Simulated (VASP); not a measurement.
Consider the following.

```cif
data_B2Mg
_chemical_formula_sum 'Mg1 B2'
_space_group_name_H-M_alt 'P6/mmm'
_space_group_IT_number 191
_space_group_name_Hall '-P 6 2'
_cell_length_a 3.07553
_cell_length_b 3.07553
_cell_length_c 3.48093
_cell_angle_alpha 90.000
_cell_angle_beta 90.000
_cell_angle_gamma 120.000
loop_
_atom_site_label
_atom_site_type_symbol
_atom_site_symmetry_multiplicity
_atom_site_Wyckoff_symbol
_atom_site_fract_x
_atom_site_fract_y
_atom_site_fract_z
_atom_site_occupancy
Mg1 Mg 1 a 0.00000 0.00000 0.00000 1
B1 B 2 d 0.33333 0.66667 0.50000 1
```

Calculation: r2SCAN meta-GGA, VASP's PBE PAW potentials (set 64) (plane waves; VASP). Settings: 600 eV cut-off, 10×10×8 Γ-centred mesh, first-order Methfessel-Paxton smearing of 0.10 eV, potentials Mg B.

Each relaxation starts from this cell; other phases were not tried.

### Question
The cell is relaxed at 5 GPa. What happens?

### Answer
The volume per atom goes from 9.50 to 9.21 Å³ (-3.1 %), and the cell becomes a = 3.0488 Å, b = 3.0488 Å, c = 3.4325 Å, α = 90.00°, β = 90.00°, γ = 120.00°, space group P6/mmm.

### Question
The cell is relaxed at 20 GPa. What happens?

### Answer
The volume per atom goes from 9.50 to 8.52 Å³ (-10.3 %), and the cell becomes a = b = 2.987 Å, c = 3.310 Å, α = β = 90.00°, γ = 120.00°, space group P6/mmm.

Failed runs are left out, and for metals the shear rows, which the mesh's noise covers.

The compound is MgB2 in the AlB2 type structure.
